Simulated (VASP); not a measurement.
Data:

```xyz
4
Lattice="3.6408 0.0000 0.0000 0.0000 3.6408 0.0000 0.0000 0.0000 3.6408" Properties=species:S:1:pos:R:3 pbc="T T T"
Al     0.0000     0.0000     0.0000
Ni     0.0000     1.8204     1.8204
Ni     1.8204     0.0000     1.8204
Ni     1.8204     1.8204     0.0000
```
Starting moments (μB, in the order of the record's atoms Al Ni Ni Ni): 0.0 -0.3 -0.3 -0.3.

The numbers are results of vdW-DF2, VASP's PBE PAW potentials (set 64) (plane waves; VASP), not measurements. Settings: 520 eV cut-off, 9×9×9 Γ-centred mesh, tetrahedra with Blöchl corrections, potentials Al Ni.

**Question.** Tabulate the total density of states (states/eV per cell) against energy (eV; zero at the valence-band maximum or, without a gap, the Fermi level).

**Answer.** 
```
E (eV) | DOS (states/eV)
    -9.96 |  0.00
    -9.75 |  0.00
    -9.64 |  0.00
    -9.44 |  0.00
    -9.23 |  0.13
    -9.12 |  0.16
    -8.92 |  0.22
    -8.81 | # 0.26
    -8.61 | # 0.29
    -8.40 | # 0.34
    -8.29 | # 0.36
    -8.09 | # 0.41
    -7.88 | # 0.45
    -7.78 | # 0.47
    -7.57 | # 0.51
    -7.46 | # 0.54
    -7.26 | ## 0.77
    -7.05 | # 0.73
    -6.94 | # 0.74
    -6.74 | # 0.69
    -6.53 | # 0.66
    -6.42 | # 0.65
    -6.22 | # 0.62
    -6.01 | # 0.60
    -5.91 | # 0.64
    -5.70 | ## 0.91
    -5.59 | ## 1.01
    -5.39 | ## 0.94
    -5.18 | # 0.58
    -5.08 | # 0.65
    -4.87 | ## 0.91
    -4.66 | ## 1.21
    -4.56 | ### 1.36
    -4.35 | #### 1.99
    -4.14 | #### 1.86
    -4.04 | ### 1.52
    -3.83 | ####### 3.30
    -3.73 | ##### 2.56
    -3.52 | #### 2.24
    -3.31 | ###### 3.00
    -3.21 | ##### 2.44
    -3.00 | ######## 4.20
    -2.79 | ####################### 11.4
    -2.69 | ################### 9.42
    -2.48 | ############# 6.50
    -2.38 | ############### 7.58
    -2.17 | ############### 7.61
    -1.96 | ################# 8.68
    -1.86 | ################### 9.41
    -1.65 | ##################### 10.4
    -1.44 | ########### 5.64
    -1.34 | ############## 7.00
    -1.13 | ######################## 12.2
    -0.92 | ############################## 15.0
    -0.82 | ############################ 13.7
    -0.61 | ##################### 10.6
    -0.51 | ############## 7.14
    -0.30 | ############### 7.41
    -0.09 | ####### 3.69
     0.01 | ######## 4.23
     0.22 | ##### 2.40
     0.43 | ## 0.76
     0.53 | # 0.74
     0.74 | ## 1.01
     0.95 | ### 1.58
     1.05 | ### 1.73
     1.26 | #### 1.95
     1.36 | #### 1.83
     1.57 | #### 1.76
     1.78 | ### 1.54
     1.88 | ### 1.36
     2.09 | ## 1.22
     2.30 | ## 1.07
     2.40 | ## 1.03
     2.61 | ## 0.96
     2.71 | ## 0.94
     2.92 | ## 0.93
     3.13 | ## 0.88
     3.23 | ## 0.83
     3.44 | ## 0.87
```
Within 2 eV below the Fermi level the largest weight inside VASP's projection spheres is Ni d.

The compound is Ni3Al in the L1_2 structure. It was relaxed first, which changed the volume by +6 %.
